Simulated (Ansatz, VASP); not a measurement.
## Zr2NO2: VASP beside Ansatz

Aim: how closely do two programs agree when they are given the same cell, functional and k mesh? Of the first pair: The structure shown is the start of the Ansatz relaxation below; VASP solves that cell, so the two are compared at the walk's first step.

Program: Ansatz 0.2.0. Level of theory: plane waves, with VASP 6.6.1 beside it; single point at PBEsol. Results are calculated unless marked as measured.

### Step 1. Set-up

The cell holds 15 atoms: 3 N, 6 Zr and 6 O. Cell: a = 3.229 Å, b = 8.544 Å, c = 32.600 Å, α = 90.0°, β = 90.0°, γ = 79.1°. It derives from Zr2NO2. Vacuum lies along c.

### Step 2. Ansatz: relaxation, PBEsol

Ansatz runs on its PAW soft_1 files.

The two programs are compared at the cell with which this relaxation starts, whose forces are those of its first step.

Contents of input.yaml:

```yaml
crystal:
  lattice:
    - [3.229210124, 0.0, 0.0]
    - [1.614605062, 8.3897340047, 0.0]
    - [0.0, 0.0, 32.6]
  atoms:
    - { symbol: "N", position: [0.9976401918, 0.0047196164, 0.3065747655] }
    - { symbol: "N", position: [0.3356931898, 0.3286136205, 0.3069221706] }
    - { symbol: "N", position: [0.666666704, 0.6666665919, 0.306748469] }
    - { symbol: Zr, position: [0.8883885689, 0.2232228622, 0.3485626787] }
    - { symbol: Zr, position: [0.2209378856, 0.5581242289, 0.347475588] }
    - { symbol: Zr, position: [0.5573401656, 0.8853196688, 0.3477001] }
    - { symbol: Zr, position: [0.4449447017, 0.1101105966, 0.2649342493] }
    - { symbol: Zr, position: [0.7759931553, 0.4480136894, 0.2657968153] }
    - { symbol: Zr, position: [0.1123954116, 0.7752091769, 0.2660213582] }
    - { symbol: O, position: [0.4446639934, 0.1106720131, 0.3770182871] }
    - { symbol: O, position: [0.7794036386, 0.4411927228, 0.3775291829] }
    - { symbol: O, position: [0.1092657603, 0.7814684794, 0.3784339554] }
    - { symbol: O, position: [0.8886694108, 0.2226611783, 0.2364786269] }
    - { symbol: O, position: [0.2240675953, 0.5518648093, 0.2350629853] }
    - { symbol: O, position: [0.5539297274, 0.8921405451, 0.2359677273] }
  periodic: [true, true, false]
kpoints:
  mp_grid: { grid: [12, 12, 1] }
hamiltonian:
  xc: pbesol
  pseudopotentials: { kind: paw, azcp: { folder: soft_1 }, xc_functional: pbe }
scf:
  occupations: { method: methfessel_paxton, width: 0.2 }
output:
  forces: true
  stress: true
  eigenvalues: true
relax:
  adjacent_minimum: "off"
  f_tol: 0.002
  max_steps: 120
  cell: { stress_2d_tol: 0.005 }
```

Started as:

```
ansatz run input.yaml --threads 4 --pin off --max-ram 16384MiB --backend cpu --events-out ev --progress --plain --runs-dir out
```

Numbers of over 12 decimals in the logs are rounded to 6 here.

The log of the run:

```text
Warning: the atoms were moved onto the symmetric positions of the space group found under crystal.symmetry.tolerance 1.0e-5 (fractional; no operation is sought that the atoms, as they stand in a round, miss by more than twice it, and no atom is moved by as much as it), and the run uses the moved positions. Before a round's move an operation carried an atom to 1.28e-6 Å from where it should land, the largest such dist [...]
Engine: ansatz 0.2.0, aarch64-unknown-linux-gnu
Pseudopotentials: kind: paw
Pseudopotential: N, paw, valence charge 5, recommended cutoff 420 eV (normal), soft_1/N.paw.azcp
Pseudopotential: Zr, paw, valence charge 12, recommended cutoff 420 eV (normal), soft_1/Zr.paw.azcp
Pseudopotential: O, paw, valence charge 6, recommended cutoff 420 eV (normal), soft_1/O.paw.azcp
Functional definition: PBEsol
  exchange = pbesol_x
  correlation = pbesol_c
Crystal: 15 atoms, lattice volume = 883.206 Å³
Basis set: ecut = 420 eV, 17329 PW (Γ), exchange–correlation on 48×120×450 points (8 copies of the dense FFT grid, shifted against one another)
Bands: 77, of which v1, the nominal top of the filled ones, is band 62 counted from 1 (61 counted from 0)
Symmetry: 4 space group operations
Space group: C2/m (ITA 12), of the structure as read, at distance tolerance 9.6e-5 Å
k-points: 43 of 144
Non-local potential: N, projectors of the file, l = 0: 2, l = 1: 2, l = 2: 1
Non-local potential: Zr, projectors of the file, l = 0: 3, l = 1: 2, l = 2: 2, l = 3: 1
Non-local potential: O, projectors of the file, l = 0: 2, l = 1: 2, l = 2: 1
PAW form: soft (Blöchl's): semilocal exchange-correlation on the pseudo side does not see the compensation charge
PAW frozen core: N, regenerated for the run's functional, and the local potential with it (the file was generated under x = pbe(κ = 0.804, μ = 0.219515), c = pbe(β = 0.066725))
PAW frozen core: Zr, regenerated for the run's functional, and the local potential with it (the file was generated under x = pbe(κ = 0.804, μ = 0.219515), c = pbe(β = 0.066725))
PAW frozen core: O, regenerated for the run's functional, and the local potential with it (the file was generated under x = pbe(κ = 0.804, μ = 0.219515), c = pbe(β = 0.066725))
PAW one-centre angular grid: N, 110 points (default); XC on 64 Gauss nodes
PAW one-centre angular grid: Zr, 590 points (default); XC on 64 Gauss nodes
PAW one-centre angular grid: O, 110 points (default); XC on 64 Gauss nodes
Initial density: superposition of atomic densities (neutral atoms: chi_scale 0, normalization atom)
Initial wavefunctions: pseudopotential atomic-orbital guess
Functional: x = pbesol(κ = 0.804, μ = 0.123457), c = pbesol(β = 0.046)
SCF iter   1: F=—  HF=-29312.853418 eV  |F-HF|=—  |Δ(HF+E_count)|=         —  Δρ=7.59e-2  dr2=6.04e1  ethr=3.10e-3  ⟨swp⟩=11.7  Hψ=22263  notcnv=0
preconditioner: auto → LDOS  [metal: Δε(μ)=0.033 eV  Ē_g=12.089 eV  σ=0.200 eV  W_gap=0.14  n_scr=84 (ndim 8)  ℏωp=10.8 eV  f_vac=0.748  D(μ)=3.32/eV (n_scr^D=14)  β→1.0]
SCF iter   2: F=—  HF=-29319.543745 eV  |F-HF|=—  |Δ(HF+E_count)|=    6.69e0  S|Δr|=    0.00e0  Δρ=1.10e-1  dr2=1.06e2  ethr=3.10e-3  ⟨swp⟩=8.1  Hψ=11877  notcnv=0  defer=321
[...]
SCF iter   8: F=—  HF=-29296.730097 eV  |F-HF|=—  |Δ(HF+E_count)|=   2.71e-9  S|Δr|=    0.00e0  Δρ=4.66e-8  dr2=1.50e-11  ethr=1.71e-14 (applied; sched 1.00e-12)  ⟨swp⟩=2.3  Hψ=4801  notcnv=0
SCF iter   9: F=-29296.730097 eV  HF=-29296.730097 eV  |F-HF|=1.75e-10  |Δ(HF+E_count)|=   4.17e-9  S|Δr|=    0.00e0  Δρ=4.03e-9  dr2=1.12e-13  ethr=1.00e-12  ⟨swp⟩=14.8  Hψ=24476  notcnv=0
SCF 14 converged in 9 iterations: F = -29296.730097 eV  dr2 = 1.12e-13
relax step  14: F+E_penalty+E_count = -29296.73009708 eV  Δ(F+E_penalty+E_count) = -1.292e-5 eV  max|allowed force component| = 4.421e-4 eV/Å  Δτ_max = 0.0000 Å  P = +0.000 N/m  Ω = 886.011 Å³  fix = [c, alpha, beta]  reactions: c +0.000 N/m; alpha -0.000 N/m/rad  stress off target by 7.23e-5 N/m on what of the cell is left free  SCF on the basis re-selected at this cell (its energy is not comparable with the rows above)  (9 SCF iters)
basis re-selected at this cell: Δ(F+E_penalty+E_count) = -1.292e-5 eV, ΔP = +0.000 N/m vs the last step (what re-selecting the basis moved, of the pressure what is left beyond the Pulay correction that the steps carried, after the strain that the cell walked since its last selection, with what the two solves' SCF thresholds leave and, on support functions, any second-order correction that the steps lacked; it is no m [...]
SCF converged after 9 iterations
Stability not checked: this state was not tested for a lower state beside it, because cold or Methfessel-Paxton smearing, or corrected tetrahedra, fill the levels in a way that the test cannot read (fill_not_monotonic; see scf.lower_state_search)
Free energy (F): -29296.730097 eV
Harris-Foulkes:  -29296.730097 eV  (|F-HF|=1.75e-10)
Internal energy: -29296.730337 eV  (E = F + TS)
E sigma→0 (E₀):  -29296.730157 eV
Entropy (-TS):   0.000240 eV (0.016 meV/atom)
Fermi energy:    -4.751057 eV
Step filling:    the computed levels leave a gap of 0.0029 eV = 0.0 smearing widths at the electron count; against every level under it full and every level over it empty, smearing changes F+E_penalty+E_count by -4.351 meV and its σ→0 estimate by -4.411 meV
--- Per-component energies (eV) ---
  E_band       = -2775.411142
  E_kinetic    = 3303.598129
  E_local      = -318423.838778  (includes V_loc(G=0)·N_el)
  E_nonlocal   = 867.701993
  E_hartree    = 157120.404305
  E_xc         = -1532.330388
  E_vxc        = -1875.837621  (∫ρ·V_xc dr)
  E_paw        = -18766.183840  (= ΣΔE_a)
  E_vpaw       = -887.850468  (= ΣTr[D̂ρ^β])
  E_aug_tail   = 0.007035  (compensation charges beyond the density's cutoff)
  E_ewald      = 148132.620858
  E_core_change = 1.290350  (= ΣΔE_core)
  E_smearing   = 0.000240  (= −TS)
  E_closure    = -0.000000  (closes the sum)
  Σ components = -29296.730097   (vs F -29296.730097, Δ=0.00e0)
--- Forces (eV/Å), atoms counted from 1 ---
  atom   1  N      0.00000000    -0.00009403     0.00026659
  atom   2  N     -0.00000000     0.00009403    -0.00026659
  atom   3  N     -0.00000000     0.00000000     0.00000000
  atom   4  Zr     0.00000000    -0.00019061     0.00004643
  atom   5  Zr    -0.00000000     0.00044213     0.00004081
  atom   6  Zr    -0.00000000    -0.00020988     0.00001283
  atom   7  Zr    -0.00000000     0.00019061    -0.00004643
  atom   8  Zr     0.00000000     0.00020988    -0.00001283
  atom   9  Zr     0.00000000    -0.00044213    -0.00004081
  atom  10  O     -0.00000000    -0.00012290     0.00002914
  atom  11  O     -0.00000000     0.00006911     0.00002168
  atom  12  O      0.00000000    -0.00006071     0.00010846
  atom  13  O      0.00000000     0.00012290    -0.00002914
  atom  14  O     -0.00000000     0.00006071    -0.00010846
  atom  15  O      0.00000000    -0.00006911    -0.00002168
  max |Σ_I F_I| component: 1.08e-19 eV/Å
--- 2D stress c σ (N/m, compression-positive) ---
        0.000009      -0.000000       0.000000
       -0.000000       0.000072       0.000000
        0.000000       0.000000       0.000000
  P = ½ c Tr σ = 0.0000 N/m
--- Band table (eV; the first three rows and the last of 43) ---
  k-point 0: bands = [... 58 lower, -7.7058, -7.6111, -5.3727, -4.7172, -4.2660, -4.0901, -3.8696, -2.8445, ... 11 higher]
  k-point 1: bands = [... 58 lower, -7.7496, -7.6268, -5.3739, -4.7107, -4.2431, -4.0743, -3.8899, -2.8827, ... 11 higher]
  k-point 2: bands = [... 58 lower, -7.8698, -7.6708, -5.3767, -4.6909, -4.1783, -4.0547, -3.9208, -2.9728, ... 11 higher]
  k-point 42: bands = [... 58 lower, -8.3763, -8.2328, -5.2656, -5.2422, -4.0448, -3.3458, -2.9537, -2.7275, ... 11 higher]
--- Relaxed structure (12 steps of the walk, 12 accepted, 2 SCFs on fresh bases) ---
  F+E_penalty+E_count = -29296.73009708 eV   max|allowed force component| = 4.421e-4 eV/Å   (the final SCF, on the basis selected at the relaxed cell)
  cell:  # Å, volume = 886.0110 Å³
    - [3.234561, 0.0, 0]
    - [1.617281, 8.402453, 0]
    - [0, 0, 32.6]
  atoms:
    - { symbol: N, position: [0.997767, 0.00446513, 0.306264] }
    - { symbol: N, position: [0.335566, 0.328868, 0.307232] }
    - { symbol: N, position: [0.666667, 0.666667, 0.306748] }
    - { symbol: Zr, position: [0.888946, 0.222108, 0.349804] }
    - { symbol: Zr, position: [0.220170, 0.559660, 0.346714] }
    - { symbol: Zr, position: [0.560373, 0.879254, 0.347578] }
    - { symbol: Zr, position: [0.444387, 0.111225, 0.263693] }
    - { symbol: Zr, position: [0.772961, 0.454079, 0.265919] }
    - { symbol: Zr, position: [0.113163, 0.773673, 0.266783] }
    - { symbol: O, position: [0.443499, 0.113002, 0.376473] }
    - { symbol: O, position: [0.779908, 0.440183, 0.377206] }
    - { symbol: O, position: [0.107091, 0.785817, 0.378811] }
    - { symbol: O, position: [0.889834, 0.220331, 0.237024] }
    - { symbol: O, position: [0.226242, 0.547516, 0.234686] }
    - { symbol: O, position: [0.553425, 0.893150, 0.236291] }
```

(Continued in part 2 of 3.)

[Lines on the potential files, build, host, timing and source positions are cut from VASP's logs without a mark.]

[Logs are printed without paths, hosts, clocks, repeated set-up lines and the standing remarks that a program may print on its own settings, such as how far it seeks lower states.]

[Hosts, paths, dates, database ids (printed as entryN), source tags and the programs' standing remarks are cut or masked in the printed files.]
